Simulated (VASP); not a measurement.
Data:

```
CELL_PARAMETERS angstrom
      3.45805     0.00000     0.00000
      0.00000     3.45805     0.00000
      0.00000     0.00000     3.45805
ATOMIC_POSITIONS crystal
  Si 0.00000 0.00000 0.00000
  Ni 0.00000 0.50000 0.50000
  Ni 0.50000 0.00000 0.50000
  Ni 0.50000 0.50000 0.00000
```

Computed with PBEsol GGA, VASP's PBE PAW potentials (set 64) (plane waves; VASP). Settings: 300 eV cut-off, 7×7×7 Γ-centred mesh, Gaussian smearing of 0.10 eV, potentials Si Ni.

Problem. Estimate the energy per atom (σ→0), band gap (on the k-mesh) with the smallest direct gap where there is one.

Solution. 
```
Property                                                    Result
------------------------  ----------------------------------------
band gap (on the k-mesh)  none (metal, semimetal or under 0.01 eV)
energy per atom (σ→0)                               -6.580 eV/atom
```

The absolute energy has meaning only against runs of the same code, potentials and settings.

The structure is a typed Ni3Si crystal. The cell was not relaxed at this level. The run is not spin-polarised, so no magnetic state was tried.
